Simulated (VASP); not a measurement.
Computed with PBE GGA, VASP's PBE PAW potentials (set 64) (plane waves; VASP 6.6.1).

The input files of a VASP run:

File KPOINTS:
```
Automatic mesh
0
Gamma
10 10 1
0 0 0
```

### INCAR
```
! general
SYSTEM   =  AlRu
PREC     =  Accurate
ENCUT    =  300
LREAL    =  F
LASPH    =  T

! electronic loop
EDIFF    =  1E-6
NELM     =  100
ALGO     =  Normal
LMAXMIX  =  4

! smearing
ISMEAR   =  1
SIGMA    =  0.03

! functional
GGA      =  PE

! ions
ISIF     =  2

! output
LWAVE    =  F
LCHARG   =  F

! other
LDIPOL   =  T
IDIPOL   =  3
DIPOL    =  0.5 0.5 0.5
```

### POSCAR
```
AlRu
3.0426240
  1.0000000000   0.0000000000   0.0000000000
  0.0000000000   1.0000000000   0.0000000000
  0.0000000000   0.0000000000   8.0407569256
Al Ru
4 4
direct
  0.5000000000   0.5000000000   0.2861230000
  0.5000000000   0.5000000000   0.4083380000
  0.5000000000   0.5000000000   0.5305540000
  0.5000000000   0.5000000000   0.6527690000
  0.0000000000   0.0000000000   0.3472310000
  0.0000000000   0.0000000000   0.4694460000
  0.0000000000   0.0000000000   0.5916620000
  0.0000000000   0.0000000000   0.7138770000
```

POTCAR, in this order: Al Ru_pv (PBE.64 set). Program: vasp_std.

Output of the run:

OUTCAR:
```
 ion  position               nearest neighbor table
   1  0.500  0.500  0.286-   5 2.62   5 2.62   5 2.62   5 2.62   2 2.99
   2  0.500  0.500  0.408-   5 2.62   5 2.62   5 2.62   5 2.62   6 2.62   6 2.62   6 2.62   6 2.62
                             1 2.99   3 2.99
   3  0.500  0.500  0.531-   7 2.62   7 2.62   7 2.62   7 2.62   6 2.62   6 2.62   6 2.62   6 2.62
                             4 2.99   2 2.99
   4  0.500  0.500  0.653-   7 2.62   7 2.62   7 2.62   7 2.62   8 2.62   8 2.62   8 2.62   8 2.62
                             3 2.99
   5  0.000  0.000  0.347-   2 2.62   2 2.62   2 2.62   2 2.62   1 2.62   1 2.62   1 2.62   1 2.62
                             6 2.99
   6  0.000  0.000  0.469-   2 2.62   2 2.62   2 2.62   2 2.62   3 2.62   3 2.62   3 2.62   3 2.62
                             5 2.99   7 2.99
   7  0.000  0.000  0.592-   4 2.62   4 2.62   4 2.62   4 2.62   3 2.62   3 2.62   3 2.62   3 2.62
                             8 2.99   6 2.99
   8  0.000  0.000  0.714-   4 2.62   4 2.62   4 2.62   4 2.62   7 2.99
  LATTYP: Found a simple tetragonal cell.
 ALAT       =     3.0426240000
 C/A-ratio  =     8.0407569256
 Subroutine PRICEL returns:
 Original cell was already a primitive cell.
 Subroutine GETGRP returns: Found  8 space group operations
The static configuration has the point symmetry C_4v.
The dynamic configuration has the point symmetry C_4v.
 Subroutine INISYM returns: Found  8 space group operations
 Subroutine IBZKPT returns following result:
...
```

File OSZICAR:
```
       N       E                     dE             d eps       ncg     rms          rms(c)
DAV:   1     0.348035646306E+03    0.34804E+03   -0.31953E+04  2336   0.101E+03
DAV:   2    -0.417987045380E+02   -0.38983E+03   -0.37693E+03  1880   0.316E+02
DAV:   3    -0.585160230746E+02   -0.16717E+02   -0.16288E+02  2240   0.552E+01
DAV:   4    -0.589295354079E+02   -0.41351E+00   -0.41166E+00  2272   0.819E+00
DAV:   5    -0.589462692290E+02   -0.16734E-01   -0.16721E-01  2584   0.144E+00    0.216E+01
DAV:   6    -0.150510816395E+03   -0.91565E+02   -0.80721E+02  2928   0.937E+01    0.805E+02
DAV:   7    -0.154712219839E+03   -0.42014E+01   -0.10472E+02  2184   0.328E+01    0.895E+02
DAV:   8    -0.157178040115E+03   -0.24658E+01   -0.53709E+00  2296   0.571E+00    0.977E+02
DAV:   9    -0.554236493416E+02    0.10175E+03   -0.13026E+03  2688   0.573E+01    0.386E+01
DAV:  10    -0.562361488261E+02   -0.81250E+00   -0.19994E+02  2032   0.515E+01    0.108E+01
DAV:  11    -0.613970578425E+02   -0.51609E+01   -0.80059E+01  2272   0.327E+01    0.209E+01
DAV:  12    -0.552633367998E+02    0.61337E+01   -0.44596E+01  2176   0.187E+01    0.870E+00
DAV:  13    -0.545402204524E+02    0.72312E+00   -0.31013E+00  2104   0.886E+00    0.496E+00
DAV:  14    -0.544237343952E+02    0.11649E+00   -0.71935E-01  2088   0.584E+00    0.463E+00
DAV:  15    -0.543437811836E+02    0.79953E-01   -0.29502E-01  2064   0.278E+00    0.428E+00
DAV:  16    -0.542084561293E+02    0.13533E+00   -0.42328E-01  2168   0.323E+00    0.390E+00
DAV:  17    -0.541452864959E+02    0.63170E-01   -0.21400E-01  2016   0.230E+00    0.373E+00
DAV:  18    -0.540713491729E+02    0.73937E-01   -0.24405E-01  2184   0.233E+00    0.286E+00
DAV:  19    -0.539931156494E+02    0.78234E-01   -0.95513E-02  2080   0.134E+00    0.258E+00
DAV:  20    -0.539303493280E+02    0.62766E-01   -0.10391E-01  2056   0.132E+00    0.253E+00
DAV:  21    -0.538562184235E+02    0.74131E-01   -0.25559E-02  2040   0.671E-01    0.212E+00
DAV:  22    -0.537990832868E+02    0.57135E-01   -0.29670E-02  1976   0.505E-01    0.189E+00
DAV:  23    -0.537722111420E+02    0.26872E-01   -0.19905E-02  2144   0.623E-01    0.160E+00
DAV:  24    -0.537690840855E+02    0.31271E-02   -0.14762E-03  2080   0.193E-01    0.160E+00
DAV:  25    -0.537525097762E+02    0.16574E-01   -0.78849E-03  1936   0.368E-01    0.164E+00
DAV:  26    -0.537441788332E+02    0.83309E-02   -0.49577E-03  2216   0.317E-01    0.161E+00
DAV:  27    -0.537377165206E+02    0.64623E-02   -0.35101E-03  2040   0.229E-01    0.164E+00
DAV:  28    -0.537365991481E+02    0.11174E-02   -0.34446E-03  2208   0.220E-01    0.168E+00
DAV:  29    -0.537364619182E+02    0.13723E-03   -0.16897E-04  1840   0.673E-02    0.168E+00
DAV:  30    -0.537359145407E+02    0.54738E-03   -0.71839E-05  2248   0.411E-02    0.169E+00
DAV:  31    -0.537342801604E+02    0.16344E-02   -0.15654E-03  1936   0.162E-01    0.177E+00
DAV:  32    -0.537343259899E+02   -0.45830E-04   -0.27569E-04  2200   0.903E-02    0.179E+00
DAV:  33    -0.537341112792E+02    0.21471E-03   -0.35122E-05  1824   0.292E-02    0.181E+00
DAV:  34    -0.537339662992E+02    0.14498E-03   -0.11837E-04  1968   0.513E-02    0.188E+00
DAV:  35    -0.537338765245E+02    0.89775E-04   -0.11194E-05  2008   0.160E-02    0.191E+00
DAV:  36    -0.537336565003E+02    0.22002E-03   -0.47234E-05  2016   0.313E-02    0.197E+00
DAV:  37    -0.537333419916E+02    0.31451E-03   -0.65977E-05  1848   0.309E-02    0.205E+00
DAV:  38    -0.537324054560E+02    0.93654E-03   -0.41886E-04  2144   0.773E-02    0.225E+00
DAV:  39    -0.537322529675E+02    0.15249E-03   -0.17780E-04  2184   0.553E-02    0.239E+00
DAV:  40    -0.537322206944E+02    0.32273E-04   -0.28797E-05  2096   0.255E-02    0.248E+00
DAV:  41    -0.537322064273E+02    0.14267E-04   -0.31044E-06  1640   0.819E-03    0.252E+00
DAV:  42    -0.537322308342E+02   -0.24407E-04   -0.38785E-05  1824   0.266E-02    0.267E+00
DAV:  43    -0.537322420865E+02   -0.11252E-04   -0.12242E-05  1920   0.148E-02    0.271E+00
DAV:  44    -0.537322431135E+02   -0.10271E-05   -0.68161E-06  1744   0.113E-02    0.275E+00
DAV:  45    -0.537322560898E+02   -0.12976E-04   -0.21706E-06  1424   0.735E-03    0.280E+00
DAV:  46    -0.537322575910E+02   -0.15011E-05   -0.28237E-07  1080   0.260E-03    0.279E+00
DAV:  47    -0.537322334289E+02    0.24162E-04   -0.67191E-07  1088   0.374E-03    0.279E+00
DAV:  48    -0.537319680788E+02    0.26535E-03   -0.18843E-05  1728   0.178E-02    0.263E+00
DAV:  49    -0.537317968520E+02    0.17123E-03   -0.90093E-06  1672   0.990E-03    0.251E+00
DAV:  50    -0.537316111184E+02    0.18573E-03   -0.10851E-05  1624   0.104E-02    0.242E+00
DAV:  51    -0.537302452328E+02    0.13659E-02   -0.71026E-03  1744   0.237E-01    0.166E-01
DAV:  52    -0.537299025914E+02    0.34264E-03   -0.11068E-03  1968   0.134E-01    0.156E-01
DAV:  53    -0.537298098426E+02    0.92749E-04   -0.48617E-04  2016   0.109E-01    0.903E-02
DAV:  54    -0.537298493010E+02   -0.39458E-04   -0.10443E-04  2128   0.491E-02    0.778E-02
DAV:  55    -0.537298594401E+02   -0.10139E-04   -0.32315E-05  2072   0.233E-02    0.629E-02
DAV:  56    -0.537298733360E+02   -0.13896E-04   -0.26556E-05  1840   0.212E-02    0.570E-02
DAV:  57    -0.537298905078E+02   -0.17172E-04   -0.19420E-05  1976   0.204E-02    0.296E-02
DAV:  58    -0.537298885075E+02    0.20002E-05   -0.78742E-06  1888   0.130E-02    0.149E-02
DAV:  59    -0.537298858625E+02    0.26450E-05   -0.40020E-06  1584   0.901E-03    0.516E-03
DAV:  60    -0.537298861360E+02   -0.27352E-06   -0.78884E-07  1208   0.376E-03
   1 F= -.53729886E+02 E0= -.53729613E+02  d E =-.820509E-03
```

**OUTCAR**
```
------------------------ aborting loop because EDIFF is reached ----------------------------------------
  FORCE on cell =-STRESS in cart. coord.  units (eV):
  Direction    XX          YY          ZZ          XY          YZ          ZX
  --------------------------------------------------------------------------------------
  Total       -7.0657670     -7.0657670     -5.6974779      0.0000000      0.0000000      0.0000000
  in kB      -49.9836658    -49.9836658    -40.3043050      0.0000000      0.0000000      0.0000000
  external PRESSURE =     -46.7572122 kB  Pullay stress =       0.0000000 kB
  volume of cell :      226.49
      direct lattice vectors                 reciprocal lattice vectors
     3.042624000  0.000000000  0.000000000     0.328663680  0.000000000  0.000000000
     0.000000000  3.042624000  0.000000000     0.000000000  0.328663680  0.000000000
     0.000000000  0.000000000 24.465000000     0.000000000  0.000000000  0.040874719
 POSITION                                       TOTAL-FORCE (eV/Angst)
 -----------------------------------------------------------------------------------
      1.52131      1.52131      7.00000         0.000000      0.000000      1.518788
      1.52131      1.52131      9.98999         0.000000      0.000000      0.088707
      1.52131      1.52131     12.98000         0.000000      0.000000     -0.108552
      1.52131      1.52131     15.96999         0.000000      0.000000      0.344287
      0.00000      0.00000      8.49501         0.000000      0.000000     -1.533432
      0.00000      0.00000     11.48500        -0.000000     -0.000000      0.233417
      0.00000      0.00000     14.47501         0.000000      0.000000      0.337765
      0.00000      0.00000     17.46500         0.000000      0.000000     -0.880980
 -----------------------------------------------------------------------------------
    total drift:                                0.000000     -0.000000     -0.000717
  FREE ENERGIE OF THE ION-ELECTRON SYSTEM (eV)
  ---------------------------------------------------
  free  energy   TOTEN  =       -53.7298861360 eV

  energy  without entropy=      -53.7290656273  energy(sigma->0) =      -53.72961263
```
(Selected blocks of OUTCAR.)

At this cut-off the stress carries a Pulay error, which pulls relaxed volumes low. The cell holds a wide vacuum, so values per volume refer to the whole cell.

The cell is a sheet with vacuum, built from a generated structure.
